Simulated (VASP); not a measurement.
Shape and ions are relaxed at each volume.

Energy against volume of La (dhcp). All values below come from vdW-DF-cx, VASP's PBE PAW potentials (set 64) (plane waves; VASP 6.6.1).

```json
[
 {"V (Å³/atom)": "32.149", "E (eV/atom)": "-2.86286"},
 {"V (Å³/atom)": "33.175", "E (eV/atom)": "-2.87302"},
 {"V (Å³/atom)": "34.201", "E (eV/atom)": "-2.87737"},
 {"V (Å³/atom)": "35.227", "E (eV/atom)": "-2.87633"},
 {"V (Å³/atom)": "36.253", "E (eV/atom)": "-2.87056"}
]
```

Q: Fit a third-order Birch-Murnaghan equation of state.

A: 
```json
{
  "volume_per_atom": "34.51 Å³/atom",
  "bulk_modulus": "270 kbar",
  "pressure_derivative_of_the_bulk_modulus": "2.39"
}
```

Measured: bulk modulus 27.9 GPa (computed value off by -3.2 %), as given by Wikipedia, Lanthanum (infobox). The calculation is for a static lattice, while the measured bulk modulus holds thermal and zero-point effects, which are part of the difference.

The compound is La in the dhcp structure. It was relaxed first, which changed the volume by -8 %.
